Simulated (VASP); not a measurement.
These are PBEsol GGA with spin-orbit coupling, VASP's PBE PAW potentials (set 64) (plane waves; VASP) values and carry that method's errors.

Input for VASP

POSCAR:
```
BPd2
1
    4.6918000000     0.0000000000     0.0000000000
    0.0000000000     5.1271000000     0.0000000000
    0.0000000000     0.0000000000     3.1096000000
Pd B
4 2
Direct
  0.2500000000   0.3448900000   0.0000000000
  0.7500000000   0.6551100000   0.0000000000
  0.7500000000   0.1551100000   0.5000000000
  0.2500000000   0.8448900000   0.5000000000
  0.0000000000   0.0000000000   0.0000000000
  0.5000000000   0.5000000000   0.5000000000
```

### INCAR
```
ISIF=2   # forces and stress, cell fixed
EDIFF=1E-6   # SCF stop (eV)
ISMEAR=-1
ENCUT=400   # plane-wave cut-off (eV)
LWAVE=.FALSE.
LREAL=.FALSE.
SYSTEM=BPd2
LSORBIT=.TRUE.
SIGMA=0.05   # width (eV)
LNONCOLLINEAR=.TRUE.
PREC=Accurate
MAGMOM=18*0.0
LORBIT=11
GGA=PS   # PBEsol
GGA_COMPAT=.FALSE.
LCHARG=.FALSE.
LMAXMIX=4
NELM=100   # most electronic steps
LASPH=.TRUE.
ALGO=Normal
```

File KPOINTS:
```
Automatic mesh
0
Gamma
6 5 9
0 0 0
```

POTCAR, in this order: Pd B (PBE.64 set). Program: vasp_ncl.

What will the output report for the number of irreducible k-points (NKPTS), largest plane-wave count, number of space-group operations, FFT grid (NGX, NGY, NGZ)?

```
Quantity                                       Value
--------------------------------------  ------------
number of irreducible k-points (NKPTS)            60
largest plane-wave count                        2752
number of space-group operations                   8
FFT grid (NGX, NGY, NGZ)                32 × 36 × 20
```

The structure comes from a measured BPd2 entry of the Crystallography Open Database, whose conditions weren't checked. The cell was not relaxed at this level. The run is one of a series of settings (GGA_COMPAT = .FALSE., LNONCOLLINEAR = .TRUE., LSORBIT = .TRUE., MAGMOM = 0.0 0.0 0.0 0.0 0.0 0.0 0.0 0.0 0.0 0.0 0.0 0.0 0.0 0.0 0.0 0.0 0.0 0.0, program vasp_ncl against the base run), some of them coarse on purpose.
